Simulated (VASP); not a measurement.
Given:

```
CaS
1.0
    0.00000     2.85816     2.85816
    2.85816     0.00000     2.85816
    2.85816     2.85816     0.00000
Ca S
1 1
Direct
  0.00000   0.00000   0.00000
  0.50000   0.50000   0.50000
```

Method: PBE GGA, VASP's PBE PAW potentials (set 64) (plane waves; VASP). Numerical set-up: 400 eV cut-off, Gaussian smearing of 0.050 eV, potentials Ca_sv S.

### Question
Give the energies of bands 6 to 11 at the high-symmetry points, in eV from the valence-band maximum.

### Answer

```tsv
band	Γ	X	U	L	W
6	0.00	-2.25	-2.01	-3.05	-1.76
7	0.00	-0.80	-1.84	-1.13	-1.76
8	0.00	-0.80	-1.01	-1.13	-1.53
9	4.08	2.38	3.68	5.20	4.81
10	4.17	5.58	6.27	6.03	4.81
11	4.17	5.96	6.39	6.16	5.96
```

The gap is indirect, 2.38 eV, from the valence maximum at Γ to the conduction minimum at X.

The structure was generated: CaS was put into the rock salt type (Fm-3m), which need not be its known phase. It was relaxed first, which changed the volume by -16 %.
